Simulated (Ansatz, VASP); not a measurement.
## W (Tungsten): VASP beside Ansatz

One calculation is typed for both programs; each brings its own data sets. How far apart do they land? The cell is taken from a series of runs on this material, whose earlier steps may have relaxed, scaled, displaced or heated it; both programs get it as it stands.

Method: plane waves, with VASP 6.6.1 beside it; relaxation of cell and atoms at r2SCAN, in Ansatz 0.2.0.

### Step 1. The starting structure

The structure is cubic, space group Im-3m (No. 229). Conventional cell: a = 3.155 Å, b = 3.155 Å, c = 3.155 Å, α = 90.00°, β = 90.00°, γ = 90.00°. Nearest to W lie 8 W at 2.73 Å.

### Step 2. Ansatz: relaxation of cell and atoms, r2SCAN

Ansatz runs on its PAW soft_1 files.

The relaxed volume is the usual yardstick between codes: in a stiff, nearly cubic crystal its relative difference is about their pressure difference at one cell divided by the bulk modulus.

File input.yaml:

```yaml
crystal:
  lattice:
    - [-1.5774050533, 1.5774050533, 1.5774050533]
    - [1.5774050533, -1.5774050533, 1.5774050533]
    - [1.5774050533, 1.5774050533, -1.5774050533]
  atoms:
    - { symbol: W, position: [0.0, 0.0, 0.0] }
kpoints:
  mp_grid: { grid: [22, 22, 22] }
hamiltonian:
  xc: r2scan
  pseudopotentials: { kind: paw, azcp: { folder: soft_1 } }
scf:
  occupations: { method: fermi_dirac, width: 0.15 }
output:
  forces: true
  stress: true
  eigenvalues: true
relax:
  adjacent_minimum: "off"
  f_tol: 0.001
  max_steps: 60
  cell: { stress_tol: 0.01 }
```

Run with:

```
> ansatz run input.yaml --threads 4 --pin off --max-ram 8192MiB --backend cpu --events-out ev --progress --plain --runs-dir out
```

Numbers of over 12 decimals in the logs are rounded to 6 here.

Log:

```text
Engine: ansatz 0.2.0, x86_64-unknown-linux-gnu
Pseudopotentials: kind: paw
Pseudopotential: W, paw, valence charge 14, recommended cutoff 500 eV (meta_gga), soft_1/W.paw.azcp
Functional definition: r2SCAN
  parameter k0 = 0.174
  parameter k1 = 0.065
  parameter a1 = 4.9479
  exchange = r2scan_x(k0 = k0, k1 = k1, a1 = a1)
  correlation = r2scan_c
Crystal: 1 atoms, lattice volume = 15.700 Å³
Basis set: ecut = 500 eV, 381 PW (Γ), exchange–correlation on 80×80×80 points (64 copies of the dense FFT grid, shifted against one another)
Bands: 11, of which v1, the nominal top of the filled ones, is band 7 counted from 1 (6 counted from 0)
Symmetry: 48 space group operations
Space group: Im-3m (ITA 229), of the structure as read, at distance tolerance 2.5e-5 Å
k-points: 328 of 10648
Non-local potential: W, projectors of the file, l = 0: 3, l = 1: 2, l = 2: 2, l = 3: 1
PAW form: soft (Blöchl's): semilocal exchange-correlation on the pseudo side does not see the compensation charge
PAW frozen core: W, regenerated for the run's functional (the file was generated under x = pbe(κ = 0.804, μ = 0.219515), c = pbe(β = 0.066725))
PAW one-centre angular grid: W, 590 points (default); XC on 160 Gauss nodes
Initial density: superposition of atomic densities (chi_scale 0.1, normalization cell)
Initial wavefunctions: pseudopotential atomic-orbital guess
Functional: x = r2scan, c = r2scan; τ floored in thin density (d = 2e-4 eV/Å³)
SCF iter   1: F=—  HF=-10398.291797 eV  |F-HF|=—  |Δ(HF+E_count)|=         —  Δρ=5.97e-2  dr2=4.54e-1  dr2_τ=2.32e-2  ethr=3.10e-3  ⟨swp⟩=5.0  Hψ=19018  notcnv=0
preconditioner: auto → none  [metal: Δε(μ)=0.018 eV  Ē_g=9.776 eV  σ=0.150 eV  W_gap=0.03  n_scr=0 (ndim 8)  ℏωp=23.0 eV  f_vac=0.000  D(μ)=0.43/eV (n_scr^D=0)]
SCF iter   2: F=—  HF=-10398.251313 eV  |F-HF|=—  |Δ(HF+E_count)|=   4.05e-2  Δρ=2.58e-2  dr2=4.35e-2  dr2_τ=1.45e-2  ethr=3.10e-3  ⟨swp⟩=2.9  Hψ=9080  notcnv=0  defer=3
SCF iter   3: F=—  HF=-10398.266498 eV  |F-HF|=—  |Δ(HF+E_count)|=   1.52e-2  Δρ=8.09e-3  dr2=3.19e-3  dr2_τ=3.56e-4  ethr=3.10e-4  ⟨swp⟩=2.9  Hψ=6060  notcnv=0  defer=3
SCF iter   4: F=—  HF=-10398.269030 eV  |F-HF|=—  |Δ(HF+E_count)|=   2.53e-3  Δρ=3.63e-4  dr2=6.70e-6  dr2_τ=1.32e-6  ethr=2.28e-5  ⟨swp⟩=2.4  Hψ=5928  notcnv=0  defer=3
SCF iter   5: F=—  HF=-10398.269040 eV  |F-HF|=—  |Δ(HF+E_count)|=   9.91e-6  Δρ=2.14e-5  dr2=1.77e-8  dr2_τ=8.85e-9  ethr=7.14e-10  ⟨swp⟩=3.9  Hψ=19423  notcnv=0
SCF iter   6: F=-10398.269040 eV  HF=-10398.269040 eV  |F-HF|=1.31e-10  |Δ(HF+E_count)|=  1.31e-10  Δρ=2.32e-6  dr2=2.22e-10  dr2_τ=5.88e-11  ethr=1.27e-10  ⟨swp⟩=1.1  Hψ=10925  notcnv=0
SCF 1 converged in 6 iterations: F = -10398.269040 eV  dr2 = 2.22e-10
  greatest PAW one-centre occupation: 1.000 electrons in one spin orbital (limit 2), on the W atom at site 0 (counted from 0), in its partial waves of l = 0
relax step   1: F+E_penalty+E_count = -10398.26903985 eV  Δ(F+E_penalty+E_count) = +0.000e0 eV  max|allowed force component| = 0.000e0 eV/Å  Δτ_max = 0.0000 Å  P = +4.586 GPa  Ω = 15.700 Å³  (6 SCF iters, dr2 threshold 1.00e-7 eV, accepted)
[...]
relax step   2: F+E_penalty+E_count = -10398.25003987 eV  Δ(F+E_penalty+E_count) = +1.900e-2 eV  max|allowed force component| = 0.000e0 eV/Å  Δτ_max = 0.0000 Å  P = -11.129 GPa  Ω = 16.530 Å³  energy of the carried Pulay correction = -2.349e-4 eV  (5 SCF iters, dr2 threshold 1.00e-7 eV, rejected (line search))
[...]
relax step   3: F+E_penalty+E_count = -10398.27207806 eV  Δ(F+E_penalty+E_count) = -3.038e-3 eV  max|allowed force component| = 0.000e0 eV/Å  Δτ_max = 0.0000 Å  P = -0.266 GPa  Ω = 15.933 Å³  energy of the carried Pulay correction = -6.733e-5 eV  (10 SCF iters, accepted)
[...]
relax step   4: F+E_penalty+E_count = -10398.27209293 eV  Δ(F+E_penalty+E_count) = -1.486e-5 eV  max|allowed force component| = 0.000e0 eV/Å  Δτ_max = 0.0000 Å  P = +0.006 GPa  Ω = 15.920 Å³  energy of the carried Pulay correction = -6.348e-5 eV  (2 SCF iters, dr2 threshold 1.00e-7 eV, accepted)
[...]
relax step   5: F+E_penalty+E_count = -10398.27215606 eV  Δ(F+E_penalty+E_count) = -6.314e-5 eV  max|allowed force component| = 0.000e0 eV/Å  Δτ_max = 0.0000 Å  P = +0.003 GPa  Ω = 15.920 Å³  stress off target by 3.18e-3 GPa  SCF on the basis re-selected at this cell (its energy is not comparable with the rows above)  (6 SCF iters)
basis re-selected at this cell: Δ(F+E_penalty+E_count) = -6.314e-5 eV, ΔP = -0.003 GPa vs the last step (what re-selecting the basis moved, of the pressure what is left beyond the Pulay correction that the steps carried, after the strain that the cell walked since its last selection, with what the two solves' SCF thresholds leave and, on support functions, any second-order correction that the steps lacked; it is no measure of the basis error at this ecutwfc). The dense FFT grid was sized anew with the basis: this SCF ran on 24×24×24 points, the steps before it on 20×20×20, so part of this shift can come from that change (see relax.cell in the input reference). [rest of the remark cut]
SCF converged after 6 iterations
Free energy (F): -10398.272156 eV
Harris-Foulkes:  -10398.272156 eV  (|F-HF|=3.64e-12)
Internal energy: -10398.239558 eV  (E = F + TS)
E sigma→0 (E₀):  -10398.255857 eV
Entropy (-TS):   -0.032598 eV (-32.598 meV/atom)
Fermi energy:    22.141181 eV
--- Per-component energies (eV) ---
  E_band       = -100.138409
  E_kinetic    = 422.108539
  E_local      = -545.030495  (includes V_loc(G=0)·N_el)
  E_nonlocal   = -24.900088
  E_hartree    = 228.652105
  E_xc         = -250.401863
  E_vxc        = -252.761758  (∫ρ·V_xc dr)
  E_paw        = -8607.767240  (= ΣΔE_a)
  E_vpaw       = -170.037018  (= ΣTr[D̂ρ^β])
  E_aug_tail   = 0.000079  (compensation charges beyond the density's cutoff)
  E_vtau       = 13.178132  (kinetic-family band-sum trace: ∫τ·v_τ [+ j·A + Jᵃ·Aᵃ] dr)
  E_ewald      = -1620.312440
  E_core_change = -0.588154  (= ΣΔE_core)
  E_smearing   = -0.032598  (= −TS)
  E_closure    = 0.000000  (closes the sum)
  Σ components = -10398.272156   (vs F -10398.272156, Δ=0.00e0)
--- Forces (eV/Å), atoms counted from 1 ---
  atom   1  W     -0.00000000    -0.00000000     0.00000000
  max |Σ_I F_I| component: 2.67e-32 eV/Å
--- Stress (GPa, compression-positive) ---
        0.003176      -0.000000      -0.000000
       -0.000000       0.003176      -0.000000
        0.000000      -0.000000       0.003176
  P = ⅓ Tr σ = 0.0032 GPa (0.032 kbar)
--- Band table (eV; the first three rows and the last of 328) ---
  k-point 0: bands = [... 3 lower, -16.7739, 12.0577, 20.8776, 20.8776, 20.8776, 24.7043, 24.7043, 37.2993]
  k-point 1: bands = [... 3 lower, -16.7741, 12.1626, 20.8132, 20.8637, 20.9780, 24.5963, 24.7040, 37.3890]
  k-point 2: bands = [... 3 lower, -16.7745, 12.4698, 20.6304, 20.8092, 21.2769, 24.3354, 24.7068, 37.6294]
  k-point 327: bands = [... 3 lower, -17.7224, 16.1788, 16.1788, 27.4629, 27.4629, 27.4629, 30.6908, 30.6908]
--- Relaxed structure (4 steps of the walk, 3 accepted, 1 SCFs on fresh bases) ---
  F+E_penalty+E_count = -10398.27215606 eV   max|allowed force component| = 0.000e0 eV/Å   (the final SCF, on the basis selected at the relaxed cell)
  cell:  # Å, volume = 15.9198 Å³
    - [-1.584744, 1.584744, 1.584744]
    - [1.584744, -1.584744, 1.584744]
    - [1.584744, 1.584744, -1.584744]
  atoms:
    - { symbol: W, position: [0.0, 0.0, 0.0] }
```

In the SCF lines HF is the Harris–Foulkes energy and dr2 the Hartree energy of the density residual, in eV; the loop may stop once dr2 is under the threshold and the program's other checks hold. Hψ counts applications of the Hamiltonian.

### Step 3. VASP: relaxation of cell and atoms, r2SCAN

The same cell, functional, mesh and smearing now go to VASP, with its own data sets.

Lines of VASP's logs that name or quote its potential files are left out, and so is its time.

File INCAR:

```
SYSTEM = W
PREC = Accurate
ENCUT = 660
EDIFF = 1E-07
NELM = 120
ISMEAR = -1
SIGMA = 0.15
LREAL = .FALSE.
ALGO = Normal
METAGGA = R2SCAN
LASPH = .TRUE.
NBANDS = 9
LORBIT = 11
LWAVE = .FALSE.
LCHARG = .FALSE.
ISIF = 3
IBRION = 2
NSW = 80
EDIFFG = -0.005
GGA_COMPAT = .FALSE.
NELMIN = 4
LMIXTAU = .TRUE.
KPAR = 2
```

File POSCAR:

```
W
1.0
   -1.5774050000      1.5774050000      1.5774050000
    1.5774050000     -1.5774050000      1.5774050000
    1.5774050000      1.5774050000     -1.5774050000
W
1
Direct
    0.0000000000      0.0000000000      0.0000000000
```

File KPOINTS:

```
Automatic mesh
0
Gamma
22 22 22
0 0 0
```

Potentials, in the order of the species: W (PBE family, release 64).

Run with:

```
> mpirun -np 2 vasp_std
```

Log:

```text
[banner, memory and clock lines left out]
running    2 mpi-ranks, on    1 nodes
 distrk:  each k-point on    1 cores,    2 groups
 distr:  one band on    1 cores,    1 groups

 POSCAR found type information on POSCAR W
 POSCAR found :  1 types and       1 ions
|                                                                             |
|               ----> ADVICE to this user running VASP <----                  |
|                                                                             |
|     You enforced a specific xc type in the INCAR file but a different       |
|     [... a line on the potential file left out ...]
|     I HOPE YOU KNOW WHAT YOU ARE DOING!                                     |
|                                                                             |

 LDA part: xc-table for (None), standard interpolation
 POSCAR, INCAR and KPOINTS ok, starting setup
 FFT: planning ... GRIDC
 FFT: planning ... GRID_SOFT
 FFT: planning ... GRID
 WAVECAR not read
 entering main loop
       N       E                     dE             d eps       ncg     rms          rms(c)
DAV:   1    -0.228444733089E+02   -0.22844E+02   -0.34939E+03  5904   0.733E+02
DAV:   2    -0.508301703492E+02   -0.27986E+02   -0.26853E+02  7095   0.153E+02
DAV:   3    -0.514652019640E+02   -0.63503E+00   -0.62844E+00  6754   0.185E+01
DAV:   4    -0.514673884865E+02   -0.21865E-02   -0.21863E-02  6889   0.124E+00
DAV:   5    -0.514673939709E+02   -0.54844E-05   -0.54846E-05  6824   0.529E-02    0.179E+01
DAV:   6    -0.512921273461E+02    0.17527E+00   -0.20918E-01  6842   0.294E+00    0.105E+01
DAV:   7    -0.513206949674E+02   -0.28568E-01   -0.63209E-01  6333   0.626E+00    0.224E+00
DAV:   8    -0.514793943715E+02   -0.15870E+00   -0.18864E-01  5987   0.333E+00    0.368E-01
DAV:   9    -0.514686360019E+02    0.10758E-01   -0.11002E-02  7406   0.831E-01    0.102E+00
DAV:  10    -0.514877891433E+02   -0.19153E-01   -0.14731E-02  6139   0.842E-01    0.274E-02
DAV:  11    -0.514887704731E+02   -0.98133E-03   -0.79711E-04  6855   0.251E-01    0.290E-02
DAV:  12    -0.514891626888E+02   -0.39222E-03   -0.62317E-05  6485   0.605E-02    0.333E-02
DAV:  13    -0.514892623112E+02   -0.99622E-04   -0.55717E-05  6300   0.614E-02    0.962E-03
DAV:  14    -0.514892689910E+02   -0.66797E-05   -0.32161E-06  6991   0.157E-02    0.342E-03
DAV:  15    -0.514892705043E+02   -0.15133E-05   -0.36281E-07  6536   0.430E-03    0.883E-04
DAV:  16    -0.514892702393E+02    0.26499E-06   -0.19305E-08  3084   0.145E-03    0.107E-03
DAV:  17    -0.514892704767E+02   -0.23740E-06   -0.68005E-09  3024   0.867E-04    0.332E-04
DAV:  18    -0.514892704067E+02    0.70037E-07   -0.67149E-10  3011   0.267E-04
   1 F= -.51489270E+02 E0= -.51472922E+02  d E =-.514893E+02
 curvature:   0.00 expect dE= 0.000E+00 dE for cont linesearch  0.000E+00
 trial: gam= 0.00000 g(F)=  0.733E-65 g(S)=  0.348E-03 ort = 0.000E+00 (trialstep = 0.100E+01)
 search vector abs. value=  0.348E-03
 bond charge predicted
       N       E                     dE             d eps       ncg     rms          rms(c)
DAV:   1    -0.514889109977E+02    0.35948E-03   -0.16091E-02  5948   0.953E-01    0.367E-01
DAV:   2    -0.514888375200E+02    0.73478E-04   -0.19117E-04  7060   0.107E-01    0.182E-01
DAV:   3    -0.514887150127E+02    0.12251E-03   -0.19666E-04  5956   0.100E-01    0.412E-03
DAV:   4    -0.514887821756E+02   -0.67163E-04   -0.16575E-05  6022   0.367E-02    0.476E-03
DAV:   5    -0.514887804754E+02    0.17003E-05   -0.11159E-07  6805   0.296E-03    0.425E-03
DAV:   6    -0.514887854417E+02   -0.49663E-05   -0.36619E-06  6312   0.117E-02    0.330E-03
DAV:   7    -0.514887858923E+02   -0.45061E-06   -0.13098E-07  6730   0.405E-03    0.180E-03
DAV:   8    -0.514887858841E+02    0.81823E-08   -0.89824E-09  3073   0.111E-03
   2 F= -.51488786E+02 E0= -.51472418E+02  d E =0.484523E-03
 trial-energy change:    0.000485  1 .order    0.000463   -0.000348    0.001274
 step:   0.2017(harm=  0.2146)  dis= 0.00000  next Energy=   -51.489305 (dE=-0.349E-04)
 bond charge predicted
       N       E                     dE             d eps       ncg     rms          rms(c)
DAV:   1    -0.514893595648E+02   -0.57367E-03   -0.10313E-02  5941   0.766E-01    0.292E-01
DAV:   2    -0.514893236527E+02    0.35912E-04   -0.11941E-04  7079   0.846E-02    0.145E-01
DAV:   3    -0.514892579913E+02    0.65661E-04   -0.12525E-04  5952   0.801E-02    0.328E-03
DAV:   4    -0.514893010669E+02   -0.43076E-04   -0.10620E-05  6015   0.293E-02    0.373E-03
DAV:   5    -0.514892998092E+02    0.12577E-05   -0.77802E-08  6711   0.241E-03    0.312E-03
DAV:   6    -0.514893035280E+02   -0.37188E-05   -0.23363E-06  6317   0.940E-03    0.219E-03
DAV:   7    -0.514893036077E+02   -0.79717E-07   -0.64122E-08  6476   0.286E-03
   3 F= -.51489304E+02 E0= -.51472952E+02  d E =-.332011E-04
 curvature:  -0.11 expect dE=-0.415E-07 dE for cont linesearch -0.415E-07
 trial: gam=-0.03224 g(F)=  0.293E-64 g(S)=  0.387E-06 ort = 0.116E-04 (trialstep = 0.840E+00)
 search vector abs. value=  0.531E-09
 reached required accuracy - stopping structural energy minimisation
```

OUTCAR, selected parts (step 3):

```text
ion  position               nearest neighbor table
   1  0.000  0.000  0.000-

  LATTYP: Found a body centered cubic cell.
 ALAT       =     3.1548100000

 Subroutine GETGRP returns: Found 48 space group operations
 (whereof 48 operations were pure point group operations)

The static configuration has the point symmetry O_h .

 Found    328 irreducible k-points:

   k-points           NKPTS =    328   k-points in BZ     NKDIM =    328   number of bands    NBANDS=      9

   dimension x,y,z NGX =    24 NGY =   24 NGZ =   24
   dimension x,y,z NGXF=    48 NGYF=   48 NGZF=   48

   ENCUT  =  660.0 eV  48.51 Ry    6.96 a.u.   5.72  5.72  5.72*2*pi/ulx,y,z

   NELECT =       6.0000    total number of electrons

 k-points in reciprocal lattice and weights: Automatic mesh
   0.00000000  0.00000000  0.00000000       0.000
   0.04545455  0.00000000  0.00000000       0.001
   0.09090909  0.00000000  0.00000000       0.001
   0.13636364  0.00000000  0.00000000       0.001
   0.18181818  0.00000000  0.00000000       0.001
   0.22727273  0.00000000  0.00000000       0.001
   0.27272727  0.00000000  0.00000000       0.001
   0.31818182  0.00000000  0.00000000       0.001
   0.36363636  0.00000000  0.00000000       0.001
[...]
0.50000000  0.50000000  0.45454545       0.001
   0.50000000  0.50000000  0.50000000       0.000

 average (electrostatic) potential at core
       1 -43.5326

 E-fermi :   7.7151

 k-point     1 :       0.0000    0.0000    0.0000
  band No.  band energies     occupation
      1      -2.4070      2.00000
      2       6.4113      1.99966
      3       6.4113      1.99966
      4       6.4113      1.99966
      5      10.2682      0.00000
      6      10.2682      0.00000
      7      23.7178      0.00000
      8      23.7178      0.00000
      9      23.7178      0.00000

 k-point     2 :       0.0455    0.0000    0.0000
  band No.  band energies     occupation
      1      -2.3035      2.00000
      2       6.3466      1.99978
      3       6.3977      1.99969
      4       6.5132      1.99934
      5      10.1613      0.00000
      6      10.2685      0.00000
      7      23.8081      0.00000
      8      23.8983      0.00000
      9      23.9738      0.00000

 k-point     3 :       0.0909    0.0000    0.0000
  band No.  band energies     occupation
      1      -2.0001      2.00000
      2       6.1627      1.99994
      3       6.3444      1.99979
      4       6.8168      1.99500
      5       9.9021      0.00000
      6      10.2732      0.00000
      7      24.0482      0.00000
      8      24.4284      0.00000
      9      24.6591      0.00000

  Total        0.0016356      0.0016356      0.0016356      0.0000000      0.0000000     -0.0000000
  in kB        0.1666736      0.1666736      0.1666736      0.0000000      0.0000000     -0.0000000
  external PRESSURE =       0.1666736 kB  Pullay stress =       0.0000000 kB

  energy-cutoff  :      660.00
  volume of cell :       15.72
      direct lattice vectors                 reciprocal lattice vectors
    -1.578157910  1.578157910  1.578157910     0.000000000  0.316825076  0.316825076
     1.578157910 -1.578157910  1.578157910     0.316825076  0.000000000  0.316825076
     1.578157910  1.578157910 -1.578157910     0.316825076  0.316825076  0.000000000

 POSITION                                       TOTAL-FORCE (eV/Angst)
 -----------------------------------------------------------------------------------
      0.00000      0.00000      0.00000         0.000000      0.000000      0.000000
 -----------------------------------------------------------------------------------
    total drift:                                0.000000      0.000000      0.000000

  FREE ENERGIE OF THE ION-ELECTRON SYSTEM (eV)
  ---------------------------------------------------
  free  energy   TOTEN  =       -51.4893036077 eV

  energy  without entropy=      -51.4565993998  energy(sigma->0) =      -51.47295150

 reached required accuracy - stopping structural energy minimisation

 total charge
# of ion       s       p       d       tot
------------------------------------------
    1        0.658   0.746   4.170   5.574

[... 3 further parts left out ...]
```

CONTCAR:

```
W
   1.00000000000000
    -1.5781579097996419    1.5781579097996419    1.5781579097996419
     1.5781579097996419   -1.5781579097996419    1.5781579097996419
     1.5781579097996419    1.5781579097996419   -1.5781579097996419
  W
     1
Direct
     0.0000000000000000    0.0000000000000000    0.0000000000000000
```

### Step 4. Comparison

Known differences besides the potentials themselves: VASP keeps PBE cores, Ansatz makes them for the functional; the data sets hold 14 valence electrons in Ansatz (on its PAW soft_1 files) and 6 in VASP; the cutoff is 500 eV in Ansatz and 660 eV in VASP; Ansatz adds a Pulay correction to the stress that steers its cell, VASP none. Total energies have different zeros and are not compared.

Compared:

| quantity | Ansatz | VASP | difference |
| --- | --- | --- | --- |
| volume (Å³) | 15.92 | 15.72 | +1.26 % |
| edge a after relaxation, in the typed setting (Å) | 2.745 | 2.733 | +0.42 % |

### Step 5. Outcome

| Quantity | Value |
| --- | --- |
| difference in volume (relaxation of cell and atoms, r2SCAN) | 1.3 % |

In words: The difference in volume is 1.3 % (relaxation of cell and atoms, r2SCAN), at about the 1.2 % picked in this series as the mark of a large difference, as far as the stopping tolerances let one tell. The data sets hold unlike numbers of valence electrons (14 in Ansatz and 6 in VASP), so part of the differences comes from the potentials. What causes the difference of the relaxation of cell and atoms, r2SCAN pair stays open here. Such differences can come from data sets, numerical settings and the points named under the comparisons, not from the functional's error against experiment.

[Lines on the potential files, build, host, timing and source positions are cut from VASP's logs without a mark.]

[Logs are printed without paths, hosts, clocks, repeated set-up lines and the standing remarks that a program may print on its own settings, such as how far it seeks lower states.]

[Hosts, paths, dates, database ids (printed as entryN), source tags and the programs' standing remarks are cut or masked in the printed files.]
